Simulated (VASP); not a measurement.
Input for VASP

### KPOINTS
```
Automatic mesh
0
Gamma
5 5 3
0 0 0
```

### INCAR
```
SYSTEM = Mg3Sb2
PREC = Accurate
ENCUT = 400
EDIFF = 1E-8
NELM = 100
ALGO = Normal
LREAL = .FALSE.
LASPH = .TRUE.
ISMEAR = 0
SIGMA = 0.05
GGA = PE
LMAXMIX = 4
LWAVE = .FALSE.
LCHARG = .FALSE.
IBRION = 1
ISIF = 2
NSW = 30
EDIFFG = -0.001
```

POSCAR:
```
Mg3Sb2
1.0
  2.2983918029  -3.9809315411   0.0000000000
  2.2983918029   3.9809315411   0.0000000000
  0.0000000000   0.0000000000   7.2717475603
Mg Sb
3 2
Cart
  0.0000000000   0.0000000000   0.0000000000
  2.2983918029   1.3269798343   4.5995186573
  2.2983918029  -1.3269798343   2.6722289030
  2.2983918029   1.3269798343   1.6388745378
  2.2983918029  -1.3269798343   5.6328730225
```

POTCAR, in this order: Mg Sb (PBE.64 set). Program: vasp_std.

Task: Write an equivalent input for Ansatz.

Result: One equivalent input (not run):
Ansatz 0.2 input:
```yaml
crystal:
  lattice:
    - [2.2983918, -3.9809315, 0.0000000]
    - [2.2983918, 3.9809315, 0.0000000]
    - [0.0000000, 0.0000000, 7.2717476]
  atoms:
    - { symbol: Mg, position: [0.0000000, 0.0000000, 0.0000000] }
    - { symbol: Mg, position: [0.3333330, 0.6666670, 0.6325190] }
    - { symbol: Mg, position: [0.6666670, 0.3333330, 0.3674810] }
    - { symbol: Sb, position: [0.3333330, 0.6666670, 0.2253756] }
    - { symbol: Sb, position: [0.6666670, 0.3333330, 0.7746244] }
kpoints:
  mp_grid: { grid: [5, 5, 3] }
hamiltonian:
  xc: pbe
  pseudopotentials: { kind: paw }
scf:
  occupations: { method: gaussian, width: 0.05 }
  max_iter: 100
relax:
  max_steps: 30
  f_tol: 0.001
output: { forces: true, stress: true, eigenvalues: true }
```
Limits of the translation: each code has its own PAW files, so the cut-off isn't converted (ENCUT is set for VASP's; basis.ecutwfc is left out, and Ansatz then takes the one that its files recommend); Ansatz stops its SCF on the density residual and VASP on the energy change (EDIFF).

The compound is Mg3Sb2 in the a-la2o3 structure. This run relaxes the ions in a fixed cell. Symmetry was kept, so distortions that lower it aren't found. The start is the result of an earlier pass.
